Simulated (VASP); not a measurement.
# InBi (P4/nmm) in VASP: single point with LDA

Aim: the single point of InBi with LDA.

Program: VASP 6.6.1. These are calculated values, not measurements. Logs are shortened: lines on timing, memory, paths and dates and some standing lists are left out, and cuts for length are marked.

## 1. The cell of the first run

The structure is tetragonal, space group P4/nmm (No. 129). Conventional cell: a = 4.827 Å, b = 4.827 Å, c = 4.888 Å, α = 90.00°, β = 90.00°, γ = 90.00°. In (site symmetry -4m2) has 4 Bi at 3.09 Å and 4 In at 3.41 Å as nearest neighbours. Bi (site symmetry 4mm) is surrounded by 4 In at 3.09 Å.

## 2. Single point, LDA (relaxed again under DFT LDA, scalar-relativistic, plane waves, PAW)

File INCAR:

```
PREC = Accurate
ENCUT = 520
EDIFF = 1E-6
ISMEAR = 0
SIGMA = 0.1
LREAL = F
LASPH = T
NELM = 100
ALGO = Fast
ISIF = 2
LWAVE = F
LCHARG = F
NBANDS = 36
```

File KPOINTS:

```
regular mesh
0
Gamma
  8 8 10
```

File POSCAR:

```
InBi
1.0
    4.8267817638      0.0000000000      0.0000000000
    0.0000000000      4.8267817638      0.0000000000
    0.0000000000      0.0000000000      4.8881500684
In Bi
2 2
Direct
    0.0000000000      0.0000000000      0.0000000000
    0.5000000000      0.5000000000      0.0000000000
    0.0000000000      0.5000000000      0.3932556460
    0.5000000000      0.0000000000      0.6067443540
```

Potentials or basis: VASP PAW LDA potentials, release 64 (In_d, Bi_d).

The run is started by

```bash
cat potpaw_LDA.64/In_d/POTCAR potpaw_LDA.64/Bi_d/POTCAR > POTCAR
mpirun -np 1 vasp_std > vasp.out
```

OUTCAR:

```text
PREC = Accurate
   ENCUT = 520
   EDIFF = 1E-6
   ISMEAR = 0
   LREAL = F
   LASPH = T
   NELM = 100
   ISIF = 2

 ion  position               nearest neighbor table
   1  0.000  0.000  0.000-   3 3.09   4 3.09   3 3.09   4 3.09   2 3.41   2 3.41   2 3.41   2 3.41
                             4 3.82   4 3.82   3 3.82   3 3.82
   2  0.500  0.500  0.000-   3 3.09   4 3.09   4 3.09   3 3.09   1 3.41   1 3.41   1 3.41   1 3.41
                             4 3.82   4 3.82   3 3.82   3 3.82
   3  0.000  0.500  0.393-   1 3.09   2 3.09   1 3.09   2 3.09   4 3.57   4 3.57   4 3.57   4 3.57
                             2 3.82   1 3.82   2 3.82   1 3.82
   4  0.500  0.000  0.607-   1 3.09   2 3.09   2 3.09   1 3.09   3 3.57   3 3.57   3 3.57   3 3.57
                             1 3.82   2 3.82   1 3.82   2 3.82

  LATTYP: Found a simple tetragonal cell.
 ALAT       =     4.8267817638
 C/A-ratio  =     1.0127141246

  Lattice vectors:

 A1 = (   4.8267817638,   0.0000000000,   0.0000000000)
 A2 = (   0.0000000000,   4.8267817638,   0.0000000000)
 A3 = (   0.0000000000,   0.0000000000,   4.8881500684)

Analysis of symmetry for initial positions (statically):
=====================================================================
 Subroutine PRICEL returns:
 Original cell was already a primitive cell.

 Routine SETGRP: Setting up the symmetry group for a
 simple tetragonal supercell.

 Subroutine GETGRP returns: Found 16 space group operations
 (whereof  8 operations were pure point group operations)
 out of a pool of 16 trial point group operations.

The static configuration has the point symmetry D_2d.
 The point group associated with its full space group is D_4h.

Analysis of symmetry for dynamics (positions and initial velocities):
=====================================================================
 Subroutine PRICEL returns:
 Original cell was already a primitive cell.

 Routine SETGRP: Setting up the symmetry group for a
 simple tetragonal supercell.

 Subroutine GETGRP returns: Found 16 space group operations
 (whereof  8 operations were pure point group operations)
 out of a pool of 16 trial point group operations.

The dynamic configuration has the point symmetry D_2d.
 The point group associated with its full space group is D_4h.

 Subroutine INISYM returns: Found 16 space group operations
 (whereof  8 operations are pure point group operations),
 and found     1 'primitive' translations

----------------------------------------------------------------------------------------

                                     Primitive cell

  volume of cell :     113.8833

  direct lattice vectors                    reciprocal lattice vectors
     4.826781764  0.000000000  0.000000000     0.207177380  0.000000000  0.000000000
     0.000000000  4.826781764  0.000000000     0.000000000  0.207177380  0.000000000
     0.000000000  0.000000000  4.888150068     0.000000000  0.000000000  0.204576371

  length of vectors
     4.826781764  4.826781764  4.888150068     0.207177380  0.207177380  0.204576371

  position of ions in fractional coordinates (direct lattice)
     0.000000000  0.000000000  0.000000000
     0.500000000  0.500000000  0.000000000
     0.000000000  0.500000000  0.393255646
     0.500000000  0.000000000  0.606744354

  ion indices of the primitive-cell ions
   primitive index   ion index
                 1           1
                 2           2
                 3           3
                 4           4

----------------------------------------------------------------------------------------

 KPOINTS: regular mesh

Automatic generation of k-mesh.
 Grid dimensions read from file:
 generate k-points for:    8    8   10

 Generating k-lattice:

  Cartesian coordinates                     Fractional coordinates (reciprocal lattice)
     0.025897173  0.000000000  0.000000000     0.125000000  0.000000000  0.000000000
     0.000000000  0.025897173  0.000000000     0.000000000  0.125000000  0.000000000
     0.000000000  0.000000000  0.020457637     0.000000000  0.000000000  0.100000000

  Length of vectors
     0.025897173  0.025897173  0.020457637

  Shift w.r.t. Gamma in fractional coordinates (k-lattice)
     0.000000000  0.000000000  0.000000000

 Subroutine IBZKPT returns following result:
 ===========================================

 Found     90 irreducible k-points:

 Following reciprocal coordinates:
            Coordinates               Weight
  0.000000  0.000000  0.000000      1.000000
  0.125000  0.000000  0.000000      4.000000
  0.250000  0.000000  0.000000      4.000000
  0.375000  0.000000  0.000000      4.000000
  0.500000  0.000000  0.000000      2.000000
  0.125000  0.125000  0.000000      4.000000
[... 16 lines left out ...]
  0.375000  0.125000  0.100000     16.000000
  0.500000  0.125000  0.100000      8.000000
 [... further k-points ...]
   k-points           NKPTS =     90   k-points in BZ     NKDIM =     90   number of bands    NBANDS=     36
   number of dos      NEDOS =    301   number of ions     NIONS =      4
   total plane-waves  NPLWV =  46656
   dimension x,y,z NGX =    36 NGY =   36 NGZ =   36
   dimension x,y,z NGXF=    72 NGYF=   72 NGZF=   72
   ions per type =               2   2
   NGX,Y,Z   is equivalent  to a cutoff of  12.40, 12.40, 12.24 a.u.
   NGXF,Y,Z  is equivalent  to a cutoff of  24.80, 24.80, 24.49 a.u.
 SYSTEM =  unknown system
   PREC   = accura    normal or accurate (medium, high low for compatibility)
   ISTART =      0    job   : 0-new  1-cont  2-samecut
   ICHARG =      2    charge: 1-file 2-atom 10-const
   ISPIN  =      1    spin polarized calculation?
   LNONCOLLINEAR =      F non collinear calculations
   LSORBIT =      F    spin-orbit coupling
   LASPH  =      T    aspherical Exc in radial PAW
   ENCUT  =  520.0 eV  38.22 Ry    6.18 a.u.   8.97  8.97  9.09*2*pi/ulx,y,z
   NELM   =    100;   NELMIN=  2; NELMDL= -5     # of ELM steps
   EDIFF  = 0.1E-05   stopping-criterion for ELM
   LREAL  =      F    real-space projection
   EDIFFG = 0.1E-04   stopping-criterion for IOM
   NSW    =      0    number of steps for IOM
   IBRION =     -1    ionic relax: 0-MD 1-quasi-New 2-CG
   NFREE  =      0    steps in history (QN), initial steepest desc. (CG)
   ISIF   =      2    stress and relaxation
   ISYM   =      2    0-nonsym 1-usesym 2-fastsym
   POTIM  = 0.5000    time-step for ionic-motion
   TEBEG  =    0.0;   TEEND  =   0.0 temperature during run
   PSTRESS=    0.0 pullay stress
   NELECT =      56.0000    total number of electrons
   NUPDOWN=      -1.0000    fix difference up-down
   EMIN   =  10.00;   EMAX   =-10.00  energy-range for DOS
   EFERMI =   0.00;   METHOD = LEGACY
   ISMEAR =     0;   SIGMA  =   0.10  broadening in eV -4-tet -1-fermi 0-gaus
   EFERMI_NEDOS =   21; number of points for ismear=-14 and -15
   IALGO  =     68    algorithm
   IMIX   =      4    mixing-type and parameters
     AMIX     =   0.40;   BMIX     =  1.00
     AMIX_MAG =   1.60;   BMIX_MAG =  1.00
  volume/ion in A,a.u.               =      28.47       192.13
  Fermi-wavevector in a.u.,A,eV,Ry     =   1.292164  2.441835 22.717473  1.669687
  Thomas-Fermi vector in A             =   2.423889
   LORBIT       =      0    0 simple, 1 ext, 2 COOP (PROOUT), +10 PAW based schemes
   GGA     = CA    functional components
   LHFCALC =     F    Hartree Fock is set to
   AEXX    =    0.0000 exact exchange contribution
   IVDW    =     0    specifies the selected vdW correction
   LEPSILON=     F    determine dielectric tensor
   LRPA    =     F    only Hartree local field effects (RPA)
 non-spin polarized calculation
 RMM-DIIS sequential band-by-band and
 Gauss-broadening in eV      SIGMA  =   0.10
  energy-cutoff  :      520.00
  volume of cell :      113.88
 maximum number of plane-waves:      3104
 NGX is ok and might be reduce to    36
   NGX = 17   NGY = 17   NGZ = 19

 number of electron      56.0000010 magnetization

 Free energy of the ion-electron system (eV)
  ---------------------------------------------------
  ext. energy  EPLUGINS =         0.00000000
  ---------------------------------------------------
  free energy    TOTEN  =       -15.60135181 eV

  energy without entropy =      -15.59690421  energy(sigma->0) =      -15.59912801

 E-fermi :   7.4081     XC(G=0): -10.4944

 val. band max:        7.4045707552   @ k =   0.1250   0.0000   0.3000
 cond. band min:       7.4115976764   @ k =   0.2500   0.0000   0.0000
 fundamental gap:      0.0070269212
 Fermi energy:         7.4081436965

 k-point     1 :       0.0000    0.0000    0.0000
  band No.  band energies     occupation
      1     -15.2887      2.00000
      2     -15.2632      2.00000
      3     -15.2188      2.00000
      4     -15.2188      2.00000
      5     -15.2177      2.00000
      6     -15.2177      2.00000
[... 28 lines left out ...]
     35      13.5819      0.00000
     36      13.6255      0.00000

 k-point     2 :       0.1250    0.0000    0.0000
  band No.  band energies     occupation
      1     -15.2862      2.00000
      2     -15.2602      2.00000
      3     -15.2265      2.00000
      4     -15.2222      2.00000
      5     -15.2215      2.00000
      6     -15.2147      2.00000
[... 28 lines left out ...]
     35      13.2463      0.00000
     36      13.3495      0.00000

 k-point     3 :       0.2500    0.0000    0.0000
  band No.  band energies     occupation
      1     -15.2791      2.00000
      2     -15.2522      2.00000
      3     -15.2346      2.00000
      4     -15.2293      2.00000
      5     -15.2281      2.00000
      6     -15.2063      2.00000
[... 28 lines left out ...]
     35      12.9761      0.00000
     36      13.7822      0.00000

 k-point     4 :       0.3750    0.0000    0.0000
  band No.  band energies     occupation
      1     -15.2681      2.00000
      2     -15.2438      2.00000
      3     -15.2410      2.00000
      4     -15.2397      2.00000
      5     -15.2298      2.00000
      6     -15.2100      2.00000
[... 28 lines left out ...]
     35      12.5680      0.00000
     36      12.9436      0.00000

 k-point     5 :       0.5000    0.0000    0.0000
  band No.  band energies     occupation
      1     -15.2547      2.00000
      2     -15.2547      2.00000
      3     -15.2416      2.00000
      4     -15.2416      2.00000
      5     -15.2212      2.00000
      6     -15.2212      2.00000
[... 655 lines left out ...]
 k-point    22 :       0.2500    0.1250    0.1000
  band No.  band energies     occupation
      1     -15.2760      2.00000
      2     -15.2497      2.00000
      3     -15.2368      2.00000
      4     -15.2326      2.00000
      5     -15.2212      2.00000
      6     -15.2133      2.00000
[... 28 lines left out ...]
     35      12.6341      0.00000
     36      14.0335      0.00000

 k-point    23 :       0.3750    0.1250    0.1000
  band No.  band energies     occupation
      1     -15.2652      2.00000
      2     -15.2456      2.00000
      3     -15.2392      2.00000
      4     -15.2376      2.00000
      5     -15.2261      2.00000
      6     -15.2110      2.00000
[... 28 lines left out ...]
     35      12.5990      0.00000
     36      13.9124      0.00000

 k-point    24 :       0.5000    0.1250    0.1000
  band No.  band energies     occupation
      1     -15.2537      2.00000
      2     -15.2537      2.00000
      3     -15.2387      2.00000
      4     -15.2387      2.00000
      5     -15.2208      2.00000
      6     -15.2208      2.00000
[... 28 lines left out ...]
     35      12.8097      0.00000
     36      12.8097      0.00000

 [... further k-points ...]

------------------------ aborting loop because EDIFF is reached ----------------------------------------

  FORCE on cell =-STRESS in cart. coord.  units (eV):
  Direction    XX          YY          ZZ          XY          YZ          ZX
  --------------------------------------------------------------------------------------
  -------------------------------------------------------------------------------------
  Total        0.0310826      0.0310826      0.0248890      0.0000000     -0.0000000      0.0000000
  in kB        0.4372889      0.4372889      0.3501526      0.0000000     -0.0000000      0.0000000
  external PRESSURE =       0.4082435 kB  Pullay stress =       0.0000000 kB

 VOLUME and BASIS-vectors are now :
 -----------------------------------------------------------------------------
  energy-cutoff  :      520.00
  volume of cell :      113.88
      direct lattice vectors                 reciprocal lattice vectors
     4.826781764  0.000000000  0.000000000     0.207177380  0.000000000  0.000000000
     0.000000000  4.826781764  0.000000000     0.000000000  0.207177380  0.000000000
     0.000000000  0.000000000  4.888150068     0.000000000  0.000000000  0.204576371

 POSITION                                       TOTAL-FORCE (eV/Angst)
 -----------------------------------------------------------------------------------
      0.00000      0.00000      0.00000         0.000000      0.000000      0.000000
      2.41339      2.41339      0.00000         0.000000      0.000000      0.000000
      0.00000      2.41339      1.92229        -0.000000      0.000000      0.005645
      2.41339      0.00000      2.96586         0.000000      0.000000     -0.005645
 -----------------------------------------------------------------------------------
    total drift:                                0.000000      0.000000      0.000000

  FREE ENERGIE OF THE ION-ELECTRON SYSTEM (eV)
  ---------------------------------------------------
  free  energy   TOTEN  =       -15.6013518108 eV

  energy  without entropy=      -15.5969042147  energy(sigma->0) =      -15.59912801
```

Run time: 2.2 min. Hardware: 1 thread of Intel Xeon Platinum 8559C (Emerald Rapids), shared host; peak memory 0.39 GiB.

What came out:

| Quantity | Value |
| --- | --- |
| Free energy | -15.6014 eV |
| Pressure | 0.0 GPa |
| Largest force | 0.006 eV/Å |
| Band gap on the k mesh | none (metal or under the smearing width) |

Forces on the atoms (eV/Å):
```
In   0.000  0.000  0.000
In   0.000  0.000  0.000
Bi   0.000  0.000  0.006
Bi   0.000  0.000 -0.006
```

Levels at points of the mesh, in eV from the Fermi level:
```csv
k point,band 25,band 26,band 27,band 28,band 29,band 30,band 31,band 32
"(0.00, 0.00, 0.00)",-3.49,-2.65,-2.37,0.76,1.25,1.25,2.96,2.96
"(0.50, 0.00, 0.00)",-2.17,-2.17,-1.70,-1.70,1.18,1.18,2.97,2.97
"(0.50, 0.50, 0.00)",-1.36,-1.36,-0.01,-0.01,0.36,0.36,0.58,0.58
"(0.00, 0.00, 0.50)",-2.02,-2.02,-1.30,-1.30,-0.99,1.01,2.70,3.75
"(0.50, 0.00, 0.50)",-1.19,-1.19,-0.90,-0.90,0.04,0.04,1.90,1.90
"(0.50, 0.50, 0.50)",-4.42,-4.42,-3.90,-3.90,4.57,4.57,5.67,5.67
```

Caveat: spin-orbit coupling is left out, which moves the levels of the heavy elements.
